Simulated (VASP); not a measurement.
Computed with PBE GGA, VASP's PBE PAW potentials (set 64) (plane waves; VASP).

A VASP calculation is set up with these files.

### POSCAR
```
Ni3Fe
1.0
  3.5378894744   0.0000000000   0.0000000000
  0.0000000000   3.5378894744   0.0000000000
  0.0000000000   0.0000000000   3.5378894744
Fe Ni
1 3
Direct
  0.0000000000   0.0000000000   0.0000000000
  0.0000000000   0.5000000000   0.5000000000
  0.5000000000   0.0000000000   0.5000000000
  0.5000000000   0.5000000000   0.0000000000
```

File KPOINTS:
```
Automatic mesh
0
Gamma
8 8 8
0 0 0
```

**INCAR**
```
ALGO = Normal
EDIFF = 1E-6
EDIFFG = -0.02
ENCUT = 480
GGA = PE
IBRION = 2
ISIF = 3
ISMEAR = 1
ISPIN = 2
LASPH = .True.
LCHARG = .False.
LMAXMIX = 4
LORBIT = 10
LREAL = .False.
LWAVE = .False.
MAGMOM = 3.0 3*0.7
NELM = 100
NSW = 60
PREC = Accurate
SIGMA = 0.1
SYSTEM = Ni3Fe
```

POTCAR, in this order: Fe Ni (PBE.64 set). Program: vasp_std.

The resulting files:

### OSZICAR
```
       N       E                     dE             d eps       ncg     rms          rms(c)
DAV:   1     0.238114580150E+03    0.23811E+03   -0.16466E+04  3768   0.193E+03
DAV:   2    -0.155923229998E+02   -0.25371E+03   -0.24368E+03  3640   0.354E+02
DAV:   3    -0.290040672439E+02   -0.13412E+02   -0.12743E+02  3752   0.113E+02
DAV:   4    -0.291776181353E+02   -0.17355E+00   -0.17314E+00  3910   0.136E+01
DAV:   5    -0.291827573248E+02   -0.51392E-02   -0.51388E-02  5062   0.185E+00    0.207E+01
DAV:   6    -0.263988423860E+02    0.27839E+01   -0.37238E+01  3866   0.971E+01    0.205E+01
DAV:   7    -0.296027011974E+02   -0.32039E+01   -0.23422E+01  4314   0.118E+02    0.269E+01
DAV:   8    -0.248708279500E+02    0.47319E+01   -0.16003E+01  4546   0.547E+01    0.600E+00
DAV:   9    -0.250200390622E+02   -0.14921E+00   -0.64118E-01  4192   0.976E+00    0.320E+00
DAV:  10    -0.249906520603E+02    0.29387E-01   -0.11797E-01  5014   0.832E+00    0.153E+00
DAV:  11    -0.249899821152E+02    0.66995E-03   -0.37609E-02  5434   0.236E+00    0.116E+00
DAV:  12    -0.249924484604E+02   -0.24663E-02   -0.69056E-03  4242   0.214E+00    0.308E-01
DAV:  13    -0.249926389776E+02   -0.19052E-03   -0.20380E-03  5192   0.668E-01    0.689E-02
DAV:  14    -0.249927016890E+02   -0.62711E-04   -0.23304E-04  4668   0.174E-01    0.962E-02
DAV:  15    -0.249926823482E+02    0.19341E-04   -0.78399E-05  4528   0.240E-01    0.186E-02
DAV:  16    -0.249926830005E+02   -0.65232E-06   -0.11778E-05  4696   0.658E-02    0.269E-02
DAV:  17    -0.249926823709E+02    0.62967E-06   -0.20642E-06  2260   0.383E-02
   1 F= -.24992682E+02 E0= -.24992474E+02  d E =-.249927E+02  mag=     4.7917
       N       E                     dE             d eps       ncg     rms          rms(c)
DAV:   1    -0.250613037684E+02   -0.68621E-01   -0.74689E-01  3646   0.124E+01    0.274E+00
DAV:   2    -0.254308907695E+02   -0.36959E+00   -0.20685E+00  4190   0.284E+01    0.119E+01
DAV:   3    -0.250009405481E+02    0.42995E+00   -0.15806E+00  4298   0.260E+01    0.162E+00
DAV:   4    -0.249949542259E+02    0.59863E-02   -0.59164E-02  4090   0.319E+00    0.714E-01
DAV:   5    -0.249933547349E+02    0.15995E-02   -0.38264E-03  5220   0.869E-01    0.335E-01
DAV:   6    -0.249926280338E+02    0.72670E-03   -0.15548E-03  5624   0.720E-01    0.941E-02
DAV:   7    -0.249926335848E+02   -0.55511E-05   -0.31710E-04  4030   0.266E-01    0.430E-02
DAV:   8    -0.249926405708E+02   -0.69859E-05   -0.20111E-05  5262   0.666E-02    0.201E-02
DAV:   9    -0.249926456515E+02   -0.50807E-05   -0.36363E-06  3466   0.304E-02    0.585E-03
DAV:  10    -0.249926463482E+02   -0.69677E-06   -0.13020E-06  1888   0.173E-02
   2 F= -.24992646E+02 E0= -.24992301E+02  d E =0.360226E-04  mag=     4.8211
       N       E                     dE             d eps       ncg     rms          rms(c)
DAV:   1    -0.250120428643E+02   -0.19397E-01   -0.20133E-01  3650   0.638E+00    0.144E+00
DAV:   2    -0.250924333335E+02   -0.80390E-01   -0.38578E-01  4228   0.147E+01    0.473E+00
DAV:   3    -0.249954556883E+02    0.96978E-01   -0.23040E-01  4194   0.137E+01    0.876E-01
DAV:   4    -0.249935704974E+02    0.18852E-02   -0.13925E-02  4202   0.191E+00    0.233E-01
DAV:   5    -0.249934257217E+02    0.14478E-03   -0.12825E-03  4844   0.403E-01    0.884E-02
DAV:   6    -0.249933144371E+02    0.11128E-03   -0.10842E-04  4624   0.159E-01    0.314E-02
DAV:   7    -0.249933113149E+02    0.31223E-05   -0.18351E-05  4790   0.594E-02    0.194E-02
DAV:   8    -0.249933107574E+02    0.55745E-06   -0.30387E-06  2814   0.332E-02
   3 F= -.24993311E+02 E0= -.24993038E+02  d E =-.628387E-03  mag=     4.8060
```

**OUTCAR**
```
------------------------ aborting loop because EDIFF is reached ----------------------------------------
  FORCE on cell =-STRESS in cart. coord.  units (eV):
  Direction    XX          YY          ZZ          XY          YZ          ZX
  --------------------------------------------------------------------------------------
  Total        0.0267278      0.0267278      0.0267278     -0.0000000     -0.0000000      0.0000000
  in kB        0.9624442      0.9624442      0.9624442     -0.0000000     -0.0000000      0.0000000
  external PRESSURE =       0.9624442 kB  Pullay stress =       0.0000000 kB
  volume of cell :       44.49
      direct lattice vectors                 reciprocal lattice vectors
     3.543503399 -0.000000000  0.000000000     0.282206587  0.000000000  0.000000000
    -0.000000000  3.543503399  0.000000000     0.000000000  0.282206587  0.000000000
    -0.000000000 -0.000000000  3.543503399    -0.000000000 -0.000000000  0.282206587
 POSITION                                       TOTAL-FORCE (eV/Angst)
 -----------------------------------------------------------------------------------
      0.00000      0.00000      0.00000         0.000000      0.000000      0.000000
     -0.00000      1.77175      1.77175        -0.000000     -0.000000      0.000000
      1.77175     -0.00000      1.77175         0.000000     -0.000000      0.000000
      1.77175      1.77175      0.00000         0.000000      0.000000      0.000000
 -----------------------------------------------------------------------------------
    total drift:                                0.000000      0.000000      0.000000
  FREE ENERGIE OF THE ION-ELECTRON SYSTEM (eV)
  ---------------------------------------------------
  free  energy   TOTEN  =       -24.9933107574 eV

  energy  without entropy=      -24.9924910043  energy(sigma->0) =      -24.99303751

 total charge

# of ion       s       p       d       tot
------------------------------------------
    1        0.474   0.503   6.112   7.089
    2        0.504   0.510   8.324   9.338
    3        0.504   0.510   8.324   9.338
    4        0.504   0.510   8.324   9.338
--------------------------------------------------
tot          1.987   2.033  31.082  35.103

 magnetization (x)

# of ion       s       p       d       tot
------------------------------------------
    1        0.012  -0.001   2.901   2.912
    2       -0.016  -0.045   0.702   0.641
    3       -0.016  -0.045   0.702   0.641
    4       -0.016  -0.045   0.702   0.641
--------------------------------------------------
tot         -0.034  -0.135   5.006   4.837

 reached required accuracy - stopping structural energy minimisation
```
(Selected blocks of OUTCAR.)

**CONTCAR**
```
Ni3Fe
   1.00000000000000
     3.5435033985357047   -0.0000000000000000    0.0000000000000000
    -0.0000000000000000    3.5435033985357047    0.0000000000000000
    -0.0000000000000000   -0.0000000000000000    3.5435033985357047
  Fe              Ni
     1     3
Direct
     0.0000000000000000    0.0000000000000000    0.0000000000000000
     0.0000000000000000    0.5000000000000000    0.5000000000000000
     0.5000000000000000    0.0000000000000000    0.5000000000000000
     0.5000000000000000    0.5000000000000000    0.0000000000000000
```

OUTCAR:
```
 val. band max:        8.5818675668   @ k =   0.0000   0.0000   0.0000

 cond. band min:       8.5888601628   @ k =   0.3750   0.2500   0.0000


 Fermi energy:         8.5855799374

 spin component 1

 k-point     1 :       0.0000    0.0000    0.0000
  band No.  band energies     occupation
      1      -0.4857      1.00000
      2       3.2892      1.00000
      3       3.2892      1.00000
      4       3.9610      1.00000
      5       4.0257      1.00000
      6       4.0257      1.00000
      7       4.0257      1.00000
      8       5.8840      1.00000
      9       5.8840      1.00000
     10       5.8840      1.00000
     11       6.9049      1.00000
     12       6.9049      1.00000
     13       7.7366      1.00000
     14       7.7366      1.00000
     15       7.7749      1.00000
     16       7.8586      1.00000
     17       7.8586      1.00000
     18       7.8586      1.00000
     19       7.9494      1.00000
     20       7.9494      1.00000
     21       7.9494      1.00000
     22      10.8403      0.00000
     23      10.8403      0.00000
     24      10.8403      0.00000
     25      17.4369      0.00000
     26      17.4369      0.00000

 k-point     2 :       0.1250    0.0000    0.0000
  band No.  band energies     occupation
      1      -0.2837      1.00000
      2       3.3514      1.00000
      3       3.3829      1.00000
      4       4.0350      1.00000
      5       4.0859      1.00000
      6       4.0955      1.00000
      7       4.0955      1.00000
      8       5.8126      1.00000
      9       5.9375      1.00000
     10       5.9375      1.00000
     11       6.8293      1.00000
     12       6.9271      1.00000
     13       7.4779      1.00000
     14       7.4779      1.00000
     15       7.6472      1.00000
     16       7.6793      1.00000
     17       7.7287      1.00000
     18       7.8115      1.00000
     19       7.8115      1.00000
     20       7.8586      1.00000
...
```

The compound is Ni3Fe in the L1_2 structure. This run relaxes it. Symmetry was kept, so distortions that lower it aren't found. The start is the result of an earlier pass.
